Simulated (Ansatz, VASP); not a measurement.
# Y in two plane-wave programs, part 2 of 2

One calculation is typed for both programs; each brings its own data sets. How far apart do they land? The cell is taken from a series of runs on this material, whose earlier steps may have relaxed, scaled, displaced or heated it; both programs get it as it stands.

VASP 6.6.1 and Ansatz 0.2.0.

So far: The starting structure; VASP: zone-centre phonons, PBEsol.

## 3. Ansatz: zone-centre phonons, PBEsol

Level of this step: Ansatz beside VASP: Kohn-Sham DFT, plane waves, PBEsol (Ansatz).

Ansatz runs on its PAW soft_1 files.

The same cell, functional, mesh and smearing now go to Ansatz, which takes its cutoff from its data sets.

The input, input.yaml:

```yaml
crystal:
  lattice:
    - [3.4905458547, 0.0, 0.0]
    - [-1.7452729274, 3.0229013832, 0.0]
    - [0.0, 0.0, 5.6885662833]
  atoms:
    - { symbol: "Y", position: [0.3333333333, 0.6666666667, 0.25] }
    - { symbol: "Y", position: [0.6666666667, 0.3333333333, 0.75] }
kpoints:
  mp_grid: { grid: [15, 15, 8] }
hamiltonian:
  xc: pbesol
  pseudopotentials: { kind: paw, azcp: { folder: soft_1 }, xc_functional: pbe }
scf:
  occupations: { method: methfessel_paxton, width: 0.2 }
output:
  eigenvalues: true
phonons:
  method: dfpt
```

Started as:

```bash
ansatz run input.yaml --threads 4 --pin off --max-ram 10240MiB --backend cpu --events-out ev --progress --plain --runs-dir out
```

Numbers of over 12 decimals in the logs are rounded to 6 here.

The log of the run:

```text
zone centre: on kpoints.mp_grid the ground state, and the responses unless they are solved on pairs of k-points, stand on 320 of the mesh's 1800 k-points, reduced under 4 symmetry operations, with k and −k counted as one. Each operation leaves every solved displacement unchanged or reverses it
Engine: ansatz 0.2.0, x86_64-unknown-linux-gnu
Pseudopotentials: kind: paw
Pseudopotential: Y, paw, valence charge 11, recommended cutoff 420 eV (normal), soft_1/Y.paw.azcp
Functional definition: PBEsol
  exchange = pbesol_x
  correlation = pbesol_c
Crystal: 2 atoms, lattice volume = 60.023 Å³
Basis set: ecut = 420 eV, 1141 PW (Γ), exchange–correlation on 48×48×80 points (8 copies of the dense FFT grid, shifted against one another)
Bands: 15, of which v1, the nominal top of the filled ones, is band 11 counted from 1 (10 counted from 0)
Symmetry: 24 space group operations
k-points: 320 of 1800 (irreducible under 4 space group operations, time reversal used)
Non-local potential: Y, projectors of the file, l = 0: 3, l = 1: 2, l = 2: 2, l = 3: 1
PAW form: soft (Blöchl's): semilocal exchange-correlation on the pseudo side does not see the compensation charge
PAW frozen core: Y, regenerated for the run's functional, and the local potential with it (the file was generated under x = pbe(κ = 0.804, μ = 0.219515), c = pbe(β = 0.066725))
PAW one-centre angular grid: Y, 590 points (default); XC on 64 Gauss nodes
Initial density: superposition of atomic densities (chi_scale 0.1, normalization cell)
Initial wavefunctions: pseudopotential atomic-orbital guess
Functional: x = pbesol(κ = 0.804, μ = 0.123457), c = pbesol(β = 0.046)
SCF iter   1: F=—  HF=-7590.217598 eV  |F-HF|=—  |Δ(HF+E_count)|=         —  Δρ=1.38e-2  dr2=1.74e-1  ethr=3.10e-3  ⟨swp⟩=4.5  Hψ=20355  notcnv=0
preconditioner: auto → Kerker (q_TF=auto, 2.308 Å⁻¹)  [metal: Δε(μ)=0.003 eV  Ē_g=2.717 eV  σ=0.200 eV  W_gap=0.01  n_scr=10 (ndim 8)  ℏωp=11.7 eV  f_vac=0.000  D(μ)=4.07/eV (n_scr^D=36)]
SCF iter   2: F=—  HF=-7590.178835 eV  |F-HF|=—  |Δ(HF+E_count)|=   3.88e-2  S|Δr|=    0.00e0  Δρ=8.51e-3  dr2=6.70e-2  ethr=7.91e-4  ⟨swp⟩=1.0  Hψ=7360  notcnv=0
SCF iter   3: F=—  HF=-7590.156076 eV  |F-HF|=—  |Δ(HF+E_count)|=   2.28e-2  S|Δr|=    0.00e0  Δρ=1.39e-3  dr2=1.19e-3  ethr=3.04e-4  ⟨swp⟩=2.9  Hψ=8476  notcnv=0
SCF iter   4: F=—  HF=-7590.155968 eV  |F-HF|=—  |Δ(HF+E_count)|=   1.08e-4  S|Δr|=    0.00e0  Δρ=2.20e-4  dr2=2.43e-5  ethr=5.40e-6  ⟨swp⟩=2.1  Hψ=6117  notcnv=0
SCF iter   5: F=—  HF=-7590.155963 eV  |F-HF|=—  |Δ(HF+E_count)|=   5.43e-6  S|Δr|=    0.00e0  Δρ=4.78e-5  dr2=8.36e-7  ethr=1.11e-7  ⟨swp⟩=2.0  Hψ=8303  notcnv=0
SCF iter   6: F=—  HF=-7590.155963 eV  |F-HF|=—  |Δ(HF+E_count)|=   3.76e-7  S|Δr|=    0.00e0  Δρ=7.18e-6  dr2=2.21e-8  ethr=3.80e-9  ⟨swp⟩=1.1  Hψ=4821  notcnv=0
SCF iter   7: F=—  HF=-7590.155963 eV  |F-HF|=—  |Δ(HF+E_count)|=   4.59e-9  S|Δr|=    0.00e0  Δρ=1.49e-6  dr2=8.73e-10  ethr=1.00e-10  ⟨swp⟩=2.2  Hψ=7565  notcnv=0
SCF iter   8: F=-7590.155963 eV  HF=-7590.155963 eV  |F-HF|=3.64e-12  |Δ(HF+E_count)|=  1.53e-10  S|Δr|=    0.00e0  Δρ=1.08e-7  dr2=5.34e-12  ethr=1.00e-12  ⟨swp⟩=4.0  Hψ=22409  notcnv=0
SCF 1 converged in 8 iterations: F = -7590.155963 eV  dr2 = 5.34e-12
  greatest PAW one-centre occupation: 0.993 electrons in one spin orbital (limit 2), on the Y atom at site 1 (counted from 0), in its partial waves of l = 0
DFPT response loops at Γ: preconditioner auto → Kerker (q_TF=auto, 2.308 Å⁻¹) (partly filled bands, converged f_vac=0.000); β = 1.00, the filter's whole step (`scf.mixing.beta` (0.50) is not read by the response loops under this deck's `scf.mixing.preconditioner`; to damp them name `kerker` or `kerker_dos`, under which they read `scf.mixing.beta`, and type it under 1.00, their step now; both keys bind the ground state too); Broyden in place of MSR1
SCF converged after 8 iterations
Stability not checked: this state was not tested for a lower state beside it, because cold or Methfessel-Paxton smearing, or corrected tetrahedra, fill the levels in a way that the test cannot read (fill_not_monotonic; see scf.lower_state_search)
Free energy (F): -7590.155963 eV
Harris-Foulkes:  -7590.155963 eV  (|F-HF|=3.64e-12)
Internal energy: -7590.151305 eV  (E = F + TS)
E sigma→0 (E₀):  -7590.154798 eV
Entropy (-TS):   -0.004657 eV (-2.329 meV/atom)
Fermi energy:    10.337826 eV
Step filling:    the computed levels leave a gap of 0.0000 eV = 0.0 smearing widths at the electron count; against every level under it full and every level over it empty, smearing changes F+E_penalty+E_count by -2.461 meV and its σ→0 estimate by -1.297 meV
--- Per-component energies (eV) ---
  E_band       = -217.469341
  E_kinetic    = 633.336237
  E_local      = -1140.362092  (includes V_loc(G=0)·N_el)
  E_nonlocal   = 57.617604
  E_hartree    = 360.609392
  E_xc         = -354.523451
  E_vxc        = -409.919059  (∫ρ·V_xc dr)
  E_paw        = -5527.820763  (= ΣΔE_a)
  E_vpaw       = -79.360883  (= ΣTr[D̂ρ^β])
  E_aug_tail   = 0.000046  (compensation charges beyond the density's cutoff)
  E_ewald      = -1619.305824
  E_core_change = 0.297547  (= ΣΔE_core)
  E_smearing   = -0.004657  (= −TS)
  E_closure    = 0.000000  (closes the sum)
  Σ components = -7590.155963   (vs F -7590.155963, Δ=0.00e0)
--- Band table (eV; the first three rows and the last of 320) ---
  k-point 0: bands = [... 7 lower, -11.6716, 5.5288, 8.2739, 11.2579, 12.1842, 12.2018, 12.2018, 12.8027]
  k-point 1: bands = [... 7 lower, -11.6816, 5.6357, 8.2115, 11.1536, 12.0855, 12.1589, 12.1589, 12.7242]
  k-point 2: bands = [... 7 lower, -11.6923, 5.9443, 7.9857, 10.9800, 11.8209, 12.0944, 12.0944, 12.5371]
  k-point 319: bands = [... 7 lower, -11.8168, 8.9282, 8.9282, 10.4818, 10.4818, 11.1242, 11.1242, 12.9937]
--- Phonons (Γ-DFPT): 2 representative perturbations + reference, on 320 of 1800 k-points (Σ response iterations 6) ---
  k mesh reduced under 4 symmetry operations, with k and −k counted as one. Each operation leaves every solved displacement unchanged or reverses it
  ASR residual: 4.255e-5 → 0.000e0 eV/Å²; symmetrization residual: 1.304e-10 eV/Å²
  ASR residual per site (eV/Å²): 4.25e-5 4.25e-5
  Γ frequencies (cm⁻¹): 0.00 0.00 0.00 80.15 80.15 136.53
  non-analytic LO–TO correction: not included (Born effective charges unavailable; polar crystals: no LO–TO splitting at Γ)
```

Reading the cycles: dr2 is the Hartree energy of the density residual (eV), the measure of convergence; HF is the Harris–Foulkes estimate of the energy, which meets the free energy F at convergence.

## 4. Comparison

Known differences besides the potentials themselves: the cutoff is 420 eV in Ansatz and 500 eV in VASP; Ansatz makes its cores anew for this functional, VASP keeps those of its PBE data sets. Total energies have different zeros and are not compared.

Both answers:

```
                  quantity  Ansatz   VASP  difference
optical mode 1 to 2 (cm⁻¹)    80.2   80.4     -0.26 %
     optical mode 3 (cm⁻¹)   136.5  135.7     +0.59 %
```

Modes are paired by rising frequency, not by their patterns, so a pair may set unlike modes beside each other; they are those without the splitting of longitudinal modes.

## 5. Results

| Quantity | Value |
| --- | --- |
| r.m.s. difference of the optical zone-centre modes, each program's sorted by frequency (zone-centre phonons, PBEsol) | 0.49 cm⁻¹ |
| difference in optical mode 3 (zone-centre phonons, PBEsol) | +0.6 % |

In words: The r.m.s. difference of the optical zone-centre modes, each program's sorted by frequency is 0.49 cm⁻¹ (zone-centre phonons, PBEsol). Among the rows given in per cent, the largest difference of the zone-centre phonons, PBEsol pair is in optical mode 3, +0.6 %. Such differences can come from data sets, numerical settings and the points named under the comparisons, not from the functional's error against experiment.

[Lines on the potential files, build, host, timing and source positions are cut from VASP's logs without a mark.]

[Logs are printed without paths, hosts, clocks, repeated set-up lines and the standing remarks that a program may print on its own settings, such as how far it seeks lower states.]

[Hosts, paths, dates, database ids (printed as entryN), source tags and the programs' standing remarks are cut or masked in the printed files.]
